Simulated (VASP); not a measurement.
Method: PBEsol GGA, VASP's PBE PAW potentials (set 64) (plane waves; VASP).

Input for VASP

KPOINTS:
```
k-points along high-symmetry lines
15
Line-mode
Reciprocal
  0.000000   0.000000   0.000000 ! GAMMA
  0.000000   0.500000   0.000000 ! X

  0.000000   0.500000   0.000000 ! X
  0.500000   0.500000   0.000000 ! M

  0.500000   0.500000   0.000000 ! M
  0.000000   0.000000   0.000000 ! GAMMA

  0.000000   0.000000   0.000000 ! GAMMA
  0.500000   0.500000   0.500000 ! R

  0.500000   0.500000   0.500000 ! R
  0.000000   0.500000   0.000000 ! X

  0.500000   0.500000   0.500000 ! R
  0.500000   0.500000   0.000000 ! M
```

File POSCAR:
```
BeZn3Se4
1
    5.5087042169    -0.0000000000     0.0000000000
   -0.0000000000     5.5087042169     0.0000000000
   -0.0000000000     0.0000000000     5.5087042169
Zn Se Be
3 4 1
Direct
  0.0000000000   0.0000000000   0.0000000000
  0.5000000000   0.5000000000   0.0000000000
  0.5000000000   0.0000000000   0.5000000000
  0.2363176353   0.2636823647   0.2636823647
  0.7636823647   0.7363176353   0.2636823647
  0.7636823647   0.2636823647   0.7363176353
  0.2363176353   0.7363176353   0.7363176353
  0.0000000000   0.5000000000   0.5000000000
```

**INCAR**
```
SYSTEM = BeZn3Se4
PREC = Accurate
ENCUT = 400
EDIFF = 1E-7
NELM = 100
ALGO = Normal
LREAL = .FALSE.
LASPH = .TRUE.
ISMEAR = 0
SIGMA = 0.05
GGA = PS
LMAXMIX = 4
LWAVE = .FALSE.
LCHARG = .FALSE.
LORBIT = 11
ICHARG = 11
```

POTCAR, in this order: Zn Se Be (PBE.64 set). Program: vasp_std. Read from the step before: CHGCAR.

The run wrote:

### OSZICAR
```
       N       E                     dE             d eps       ncg     rms          rms(c)
DAV:   1     0.410301749698E+03    0.41030E+03   -0.24595E+04  6660   0.154E+03
DAV:   2     0.194029609077E+02   -0.39090E+03   -0.37737E+03  6987   0.361E+02
DAV:   3    -0.269856194717E+02   -0.46389E+02   -0.45224E+02  7773   0.124E+02
DAV:   4    -0.283788697271E+02   -0.13933E+01   -0.13883E+01  7875   0.206E+01
DAV:   5    -0.283951477632E+02   -0.16278E-01   -0.16271E-01  7908   0.195E+00
DAV:   6    -0.283953478983E+02   -0.20014E-03   -0.20013E-03  8048   0.197E-01
DAV:   7    -0.283953515622E+02   -0.36640E-05   -0.36638E-05  8005   0.225E-02
DAV:   8    -0.283953516478E+02   -0.85583E-07   -0.85552E-07  6880   0.291E-03
   1 F= -.28395352E+02 E0= -.28395352E+02  d E =-.769985E-12
```

OUTCAR:
```
 val. band max:        2.0051094119   @ k =   0.0000   0.0000   0.0000

 cond. band min:       3.8622328348   @ k =   0.0000   0.0000   0.0000



 k-point     1 :       0.0000    0.0000    0.0000
  band No.  band energies     occupation
      1     -11.4907      2.00000
      2     -10.2031      2.00000
      3     -10.2031      2.00000
      4     -10.2031      2.00000
      5      -4.5343      2.00000
      6      -4.4944      2.00000
      7      -4.4944      2.00000
      8      -4.4939      2.00000
      9      -4.4939      2.00000
     10      -4.4939      2.00000
     11      -4.2759      2.00000
     12      -4.2759      2.00000
     13      -4.2759      2.00000
     14      -4.1659      2.00000
     15      -4.1659      2.00000
     16      -4.1273      2.00000
     17      -4.1273      2.00000
     18      -4.1273      2.00000
     19      -4.1117      2.00000
     20      -2.8648      2.00000
     21      -2.8648      2.00000
     22      -2.8312      2.00000
     23      -0.5270      2.00000
     24      -0.5270      2.00000
     25      -0.5270      2.00000
     26      -0.1830      2.00000
     27      -0.1830      2.00000
     28      -0.1830      2.00000
     29       2.0051      2.00000
     30       2.0051      2.00000
     31       2.0051      2.00000
     32       3.8622      0.00000
     33       4.7896      0.00000
     34       4.7896      0.00000
     35       4.7896      0.00000
     36       5.1562      0.00000
     37       5.1562      0.00000

 k-point     2 :       0.0000    0.0357    0.0000
  band No.  band energies     occupation
      1     -11.4874      2.00000
      2     -10.2081      2.00000
      3     -10.2030      2.00000
      4     -10.2030      2.00000
      5      -4.5351      2.00000
      6      -4.4973      2.00000
      7      -4.4937      2.00000
      8      -4.4937      2.00000
      9      -4.4930      2.00000
     10      -4.4904      2.00000
     11      -4.2771      2.00000
     12      -4.2771      2.00000
...
```

The density is held fixed in this step, so its total energy and stress have no physical meaning.

The structure was generated: BeZn3Se4 was put into an ordered model structure (P-43m), which need not be its known phase. It was relaxed first.
